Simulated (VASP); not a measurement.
Bi2Te3 (tetradymite): the band gap from VASP (plane waves, PAW) at several levels of theory. Gaps are without spin-orbit coupling. Each level names its cell: its own relaxed one, PBE's, or the starting one. A gap is the smallest over the k-mesh and a band path; hybrids may have named points in place of the path, and GW has the mesh alone. Without a dispersion term in the relaxation, distances and binding between the weakly bound layers, chains or molecules are unreliable, and so is what depends on them.

| level | band gap (eV) |
|---|---|
| PBE (own cell) | 0.49 |
| PBEsol (own cell) | 0.21 |

The cell of the PBE (own cell) run:

```yaml
crystal:
  lattice:
    - [10.71078, -2.22110, 0.04026]
    - [10.71078, 2.22110, 0.04026]
    - [10.23584, 0.00000, 3.85790]
  atoms:
    - { symbol: Bi, position: [0.39758, 0.39758, 0.39758] }
    - { symbol: Bi, position: [0.60242, 0.60242, 0.60242] }
    - { symbol: Te, position: [0.00000, 0.00000, 0.00000] }
    - { symbol: Te, position: [0.21499, 0.21499, 0.21499] }
    - { symbol: Te, position: [0.78501, 0.78501, 0.78501] }
```

Only levels that ran to the end are used. Left out are those held back, those with too coarse a band path, GW runs whose mesh misses a band edge, hybrids' fits of cells that aren't cubic and levels without matching references; a question may draw on a part of the rest.

The compound is Bi2Te3 in the tetradymite structure.
